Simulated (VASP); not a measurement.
Here is the system:

```
BiVO4
1.0
   -2.56771     2.56771     5.81114
    2.56771    -2.56771     5.81114
    2.56771     2.56771    -5.81114
V Bi O
2 2 8
Cartesian
  0.00000   0.00000   5.81114
  2.56771   0.00000   2.90557
  0.00000   0.00000   0.00000
  0.00000   2.56771   2.90557
  3.29196   1.28375  -0.91967
  3.85167   0.72425   1.98590
 -0.72425   1.28396   4.89146
  1.28375  -0.72425   1.98590
  1.84346   1.28396   3.82524
  1.28375   1.84346   0.91967
  3.29196  -1.28396   3.82524
  1.28396   0.72425   6.73081
```

Level of theory: PBE GGA, VASP's PBE PAW potentials (set 64) (plane waves; VASP 6.6.1). Numerical set-up: 400 eV cut-off, 4×4×4 Γ-centred mesh shifted by (0.5, 0.5, 0.5), Gaussian smearing of 0.010 eV, potentials V_sv Bi_d O.

At this cut-off the stress carries a Pulay error, which pulls relaxed volumes low.

Predict the energy per atom (σ→0), pressure, largest force.

```
Quantity                       Result
---------------------  --------------
energy per atom (σ→0)  -7.428 eV/atom
pressure                   -22.3 kbar
largest force              0.090 eV/Å
```

The absolute energy has meaning only against runs of the same code, potentials and settings.

The structure comes from a computed database's VBiO4 entry; how it stands against other phases isn't given here. The cell was not relaxed at this level. The k-mesh is coarse (spacing up to 0.43 per Å, 2π included), so the numbers may not be converged in it. The run is not spin-polarised, so no magnetic state was tried.
